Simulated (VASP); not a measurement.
Method: optB86b-vdW, VASP's PBE PAW potentials (set 64) (plane waves; VASP 6.6.1).

VASP ran on this input.

**KPOINTS**
```
K-points
0
Gamma
 6 6 4
0 0 0
```

### POSCAR
```
ZrS2
1
    1.8202553323    -3.1527747401    -0.0000000000
    1.8202553323     3.1527747401     0.0000000000
    0.0000000000     0.0000000000     5.7991755292
Zr S
1 2
Direct
  0.0000000000   0.0000000000   0.0000000000
  0.3333330000   0.6666670000   0.2492600743
  0.6666670000   0.3333330000   0.7507399257
```

### INCAR
```
SYSTEM = ZrS2
PREC = Accurate
ENCUT = 520
EDIFF = 1E-6
NELM = 100
ALGO = Normal
LREAL = .FALSE.
LASPH = .TRUE.
ISMEAR = 0
SIGMA = 0.05
GGA = MK
PARAM1 = 0.1234
PARAM2 = 1.0
LUSE_VDW = .TRUE.
AGGAC = 0.0
LMAXMIX = 4
LWAVE = .FALSE.
LCHARG = .FALSE.
IBRION = 2
ISIF = 3
NSW = 60
EDIFFG = -0.02
```

POTCAR, in this order: Zr_sv S (PBE.64 set). Program: vasp_std.

**Question.** Estimate the energy per atom (σ→0), volume per atom, band gap (on the k-mesh).

**Answer.** 
```json
{
  "energy per atom (σ→0)": "-5386 meV/atom",
  "band gap (on the k-mesh)": "0.78 eV",
  "volume_per_atom": "22.50 Å³/atom"
}
```

**OSZICAR**
```
...
DAV:   2    -0.161665568965E+02    0.36181E-01   -0.97836E-02   824   0.301E+00    0.764E-01
DAV:   3    -0.161576566328E+02    0.89003E-02   -0.43491E-02  1104   0.146E+00    0.298E-01
DAV:   4    -0.161584183682E+02   -0.76174E-03   -0.21458E-03   976   0.299E-01    0.173E-01
DAV:   5    -0.161589484053E+02   -0.53004E-03   -0.14814E-03  1296   0.190E-01    0.670E-02
DAV:   6    -0.161590236860E+02   -0.75281E-04   -0.13804E-04  1336   0.721E-02    0.189E-02
DAV:   7    -0.161590223932E+02    0.12929E-05   -0.41645E-06   888   0.181E-02    0.569E-03
DAV:   8    -0.161590221067E+02    0.28653E-06   -0.80090E-07   552   0.645E-03
   3 F= -.16159022E+02 E0= -.16159022E+02  d E =-.582205E-02
```

The compound is ZrS2 in the 1T layered structure. This run relaxes it. Symmetry was kept, so distortions that lower it aren't found. The start is the result of an earlier pass.
